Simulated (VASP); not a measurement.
Data:

```xyz
2
Lattice="0.0000 2.6908 2.6908 2.6908 0.0000 2.6908 2.6908 2.6908 0.0000" Properties=species:S:1:pos:R:3 pbc="T T T"
Zn     0.0000     0.0000     0.0000
S      1.3454     1.3454     1.3454
```

All values below come from vdW-DF-cx, VASP's PBE PAW potentials (set 64) (plane waves; VASP 6.6.1). Settings: 520 eV cut-off, Gaussian smearing of 0.050 eV, potentials Zn S.

### Question
What does the run give for the band gap (along the path) with the smallest direct gap where there is one?

### Answer

| Quantity | Result |
|---|---|
| band gap (along the path) | 2.09 eV |
| smallest direct gap (along the path) | 2.09 eV |

Total energies compare only between runs with the same potentials, cut-off and functional.

The compound is ZnS in the zinc blende structure. It was relaxed first.
